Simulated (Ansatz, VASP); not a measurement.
## Two plane-wave programs on Si

```
Si
1.0
     2.44400    0.00000    0.00000
    -1.22200    2.11657    0.00000
     0.00000    0.00000    4.15200
Si
2
Direct
  0.33333 0.66667 0.25000
  0.66667 0.33333 0.75000
```

Alike in both runs: task relaxation of cell and atoms; functional LDA; k mesh 16 × 16 × 8; occupations fermi-dirac, width 0.1 eV; no spin polarisation.

|  | VASP | Ansatz |
| --- | --- | --- |
| version | VASP 6.6.1 | Ansatz 0.2.0 |
| potentials or method | VASP PAW LDA potentials, release 64 (Si) | PAW with Ansatz's default frozen-core files, scalar-relativistic |
| plane-wave cutoff (eV) | 600 | 420 |
| valence electrons in the cell | 8 | 8 |

VASP gave:

```
relaxed volume (Å³/atom)                                     : 13.83
relaxed cell length with the largest relative difference (Å) : 4.549
energy change over the relaxation (meV/atom)                 : -320
```

Task: What did Ansatz give for the same quantities?

Result: Relaxed volume (Å³/atom): 13.82; relaxed cell length with the largest relative difference (Å): 4.548; energy change over the relaxation (meV/atom): -317.

Caveats: the volume moved by over 15 % at a fixed basis, so the end points are rough (VASP).
